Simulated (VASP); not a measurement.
VASP input:

### KPOINTS
```
Automatic mesh
0
Gamma
6 6 6
0 0 0
```

File POSCAR:
```
TlCl
1
    3.8374700000     0.0000000000     0.0000000000
    0.0000000000     3.8374700000     0.0000000000
    0.0000000000     0.0000000000     3.8374700000
Tl Cl
1 1
Direct
 -0.0028630000   0.0033970000  -0.0027340000
  0.5028630000   0.4966030000   0.5027340000
```

**INCAR**
```
SYSTEM = TlCl
PREC = Accurate
ENCUT = 300
EDIFF = 1E-6
NELM = 100
ALGO = Normal
LREAL = .FALSE.
LASPH = .TRUE.
ISMEAR = 0
SIGMA = 0.02
GGA = PE
AEXX = 0.25
HFRCUT = -1
LHFCALC = .TRUE.
PRECFOCK = Fast
ISYM = 3
LMAXMIX = 4
LWAVE = .FALSE.
LCHARG = .FALSE.
ISIF = 2
```

POTCAR, in this order: Tl_d Cl (PBE.64 set). Program: vasp_std.

Task: Translate this PBE0 calculation to Quantum ESPRESSO's pw.x.

Result: One equivalent input (not run):
```
&CONTROL
  calculation = 'scf'
  pseudo_dir = './pseudo'
  outdir = './out'
  tprnfor = .true.
  tstress = .false.
/
&SYSTEM
  ibrav = 0
  nat = 2
  ntyp = 2
  ecutwfc = 60.3
  occupations = 'smearing'
  smearing = 'gaussian'
  degauss = 0.00147
  input_dft = 'pbe0'
  nqx1 = 6
  nqx2 = 6
  nqx3 = 6
/
&ELECTRONS
  conv_thr = 7.3e-08
  electron_maxstep = 100
/
ATOMIC_SPECIES
  Tl 204.380 Tl.upf
  Cl 35.450 Cl.upf
CELL_PARAMETERS angstrom
     3.8374700    0.0000000    0.0000000
     0.0000000    3.8374700    0.0000000
     0.0000000    0.0000000    3.8374700
ATOMIC_POSITIONS crystal
  Tl  -0.0028630  0.0033970 -0.0027340
  Cl   0.5028630  0.4966030  0.5027340
K_POINTS automatic
  6 6 6 0 0 0
```
Limits of the translation: the potentials are each code's own (VASP's PAW set, PseudoDojo norm-conserving files in pw.x), so ENCUT and ecutwfc are chosen apart and not converted; conv_thr bounds pw.x's estimated SCF error, while EDIFF bounds the energy change between steps; the singularity of exact exchange is treated differently by default.

The structure comes from a computed database's TlCl entry; how it stands against other phases isn't given here. The cell was not relaxed at this level, atoms are displaced from their ideal sites.
